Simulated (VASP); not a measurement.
Output of a VASP run:

OSZICAR:
```
       N       E                     dE             d eps       ncg     rms          rms(c)
DAV:   1     0.131336675834E+03    0.13134E+03   -0.12346E+04  1140   0.117E+03
DAV:   2    -0.189281561371E+02   -0.15026E+03   -0.14385E+03  1268   0.252E+02
DAV:   3    -0.251376000122E+02   -0.62094E+01   -0.60808E+01  1382   0.511E+01
DAV:   4    -0.252318886933E+02   -0.94289E-01   -0.94185E-01  1313   0.702E+00
DAV:   5    -0.252341747183E+02   -0.22860E-02   -0.22856E-02  1412   0.104E+00    0.162E+01
DAV:   6    -0.242099396836E+02    0.10242E+01   -0.10029E+01  1227   0.314E+01    0.767E+00
DAV:   7    -0.238948041562E+02    0.31514E+00   -0.18655E+00  1206   0.154E+01    0.486E+00
DAV:   8    -0.238614149216E+02    0.33389E-01   -0.12795E-01  1293   0.220E+00    0.977E-01
DAV:   9    -0.238504947854E+02    0.10920E-01   -0.28226E-02  1281   0.175E+00    0.283E-01
DAV:  10    -0.238506737869E+02   -0.17900E-03   -0.41389E-03  1297   0.396E-01    0.888E-02
DAV:  11    -0.238506531049E+02    0.20682E-04   -0.10331E-04  1336   0.719E-02    0.416E-02
DAV:  12    -0.238506422600E+02    0.10845E-04   -0.31064E-05  1304   0.454E-02    0.134E-02
DAV:  13    -0.238506415084E+02    0.75158E-06   -0.40705E-06  1192   0.165E-02
   1 F= -.23850642E+02 E0= -.23850901E+02  d E =-.238506E+02
       N       E                     dE             d eps       ncg     rms          rms(c)
DAV:   1    -0.238548972641E+02   -0.42550E-02   -0.12419E-01  1169   0.292E+00    0.438E-01
DAV:   2    -0.238514902851E+02    0.34070E-02   -0.23017E-02  1224   0.165E+00    0.179E-01
DAV:   3    -0.238508652822E+02    0.62500E-03   -0.17976E-03  1259   0.482E-01    0.782E-02
DAV:   4    -0.238507531094E+02    0.11217E-03   -0.76167E-04  1253   0.142E-01    0.322E-02
DAV:   5    -0.238507428909E+02    0.10218E-04   -0.50889E-05  1287   0.669E-02    0.215E-02
DAV:   6    -0.238507413457E+02    0.15452E-05   -0.81976E-06  1273   0.237E-02    0.747E-03
DAV:   7    -0.238507405697E+02    0.77597E-06   -0.13559E-06   717   0.119E-02
   2 F= -.23850741E+02 E0= -.23851056E+02  d E =-.990613E-04
       N       E                     dE             d eps       ncg     rms          rms(c)
DAV:   1    -0.238515926381E+02   -0.85129E-03   -0.22210E-02  1166   0.123E+00    0.186E-01
DAV:   2    -0.238509795303E+02    0.61311E-03   -0.41377E-03  1212   0.695E-01    0.756E-02
DAV:   3    -0.238508700003E+02    0.10953E-03   -0.32494E-04  1263   0.206E-01    0.325E-02
DAV:   4    -0.238508527312E+02    0.17269E-04   -0.13746E-04  1248   0.603E-02    0.137E-02
DAV:   5    -0.238508513972E+02    0.13340E-05   -0.89705E-06  1270   0.281E-02    0.919E-03
DAV:   6    -0.238508521230E+02   -0.72577E-06   -0.12899E-06   690   0.969E-03
   3 F= -.23850852E+02 E0= -.23851145E+02  d E =-.210615E-03
```

OUTCAR:
```
------------------------ aborting loop because EDIFF is reached ----------------------------------------
  FORCE on cell =-STRESS in cart. coord.  units (eV):
  Direction    XX          YY          ZZ          XY          YZ          ZX
  --------------------------------------------------------------------------------------
  Total       -0.0083445     -0.0083445     -0.0480249     -0.0000000      0.0000000     -0.0000000
  in kB       -0.1784086     -0.1784086     -1.0267969     -0.0000000      0.0000000     -0.0000000
  external PRESSURE =      -0.4612047 kB  Pullay stress =       0.0000000 kB
  volume of cell :       74.94
      direct lattice vectors                 reciprocal lattice vectors
     3.821817501  0.000000000  0.000000000     0.261655613  0.151066936 -0.000000000
    -1.910908751  3.309791102  0.000000000    -0.000000000  0.302133872 -0.000000000
     0.000000000  0.000000000  5.924095026     0.000000000 -0.000000000  0.168802154
 POSITION                                       TOTAL-FORCE (eV/Angst)
 -----------------------------------------------------------------------------------
     -0.00000      2.20653      5.88824         0.000000     -0.000000     -0.000625
      1.91091      1.10326      2.92620        -0.000000      0.000000     -0.000625
     -0.00000      2.20653      2.25739        -0.000000      0.000000      0.000625
      1.91091      1.10326      5.21944        -0.000000     -0.000000      0.000625
 -----------------------------------------------------------------------------------
    total drift:                               -0.000809      0.000467     -0.000906
  FREE ENERGIE OF THE ION-ELECTRON SYSTEM (eV)
  ---------------------------------------------------
  free  energy   TOTEN  =       -23.8508521230 eV

  energy  without entropy=      -23.8517316566  energy(sigma->0) =      -23.85114530

 reached required accuracy - stopping structural energy minimisation
```
(Selected blocks of OUTCAR.)

File POSCAR:
```
PdP
1
    3.8178359027     0.0000000000    -0.0000000000
   -1.9089179513     3.3063429368    -0.0000000000
    0.0000000000    -0.0000000000     5.9252180941
Pd P
2 2
Direct
  0.3333330000   0.6666670000   0.9938048279
  0.6666670000   0.3333330000   0.4938048279
  0.3333330000   0.6666670000   0.3811951721
  0.6666670000   0.3333330000   0.8811951721
```

Problem. Write an INCAR and KPOINTS that could have produced this output.

Solution. One answer among several that fit: the input of the run itself, PBEsol GGA, plane waves, VASP's PBE PAW potentials (set 64).

KPOINTS:
```
Automatic mesh
0
Gamma
8 8 5
0 0 0
```

**INCAR**
```
! general
SYSTEM =PdP
PREC   =Accurate
ENCUT  =400   ! plane-wave cut-off (eV)
LREAL  =.FALSE.
LASPH  =.TRUE.   ! aspherical one-centre terms

! electronic loop
EDIFF  =1E-6   ! SCF stop (eV)
NELM   =100   ! most electronic steps
ALGO   =Normal   ! blocked Davidson
LMAXMIX=4   ! l cut-off of mixed one-centre charges

! smearing
ISMEAR =1   ! Methfessel-Paxton
SIGMA  =0.1

! functional
GGA    =PS   ! PBEsol

! ions
IBRION =2
NSW    =60   ! most ionic steps
ISIF   =3
EDIFFG =-0.02

! output
LWAVE  =.FALSE.
LCHARG =.FALSE.
```

POTCAR, in this order: Pd P (PBE.64 set). Program: vasp_std.

The structure was generated: PdP was put into the wurtzite type (P6_3mc), which need not be its known phase. This run relaxes it. Symmetry was kept, so distortions that lower it aren't found. The start is the result of an earlier pass.
